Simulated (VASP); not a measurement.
Here is a VASP 6.6.1 calculation.

Contents of INCAR:

```
PREC = Accurate
ENCUT = 520
EDIFF = 1E-6
ISMEAR = 1
SIGMA = 0.1
LREAL = False
LASPH = True
NELM = 100
ALGO = Normal
ISIF = 2
LWAVE = False
LCHARG = False
GGA = PE
NBANDS = 28
```

File KPOINTS:

```
regular mesh
0
Gamma
  4 4 4
```

Contents of POSCAR:

```
Sr3Ag
1.0
    5.4447310117      0.0000000000      0.0000000000
    0.0000000000      5.4447310117      0.0000000000
    0.0000000000      0.0000000000      5.4447310117
Sr Ag
3 1
Direct
    0.0000000000      0.5000000000      0.5000000000
    0.5000000000      0.0000000000      0.5000000000
    0.5000000000      0.5000000000      0.0000000000
    0.0000000000      0.0000000000      0.0000000000
```

Potentials or basis: VASP PAW PBE potentials, release 64 (Sr_sv, Ag).

The run is started by

```console
$ cat potpaw_PBE.64/Sr_sv/POTCAR potpaw_PBE.64/Ag/POTCAR > POTCAR
$ mpirun -np 1 vasp_std > vasp.out
```

Q: Estimate the pressure.

A: 0.4 GPa.

Q: Estimate the band gap on the k mesh.

A: None (metal or under the smearing width).
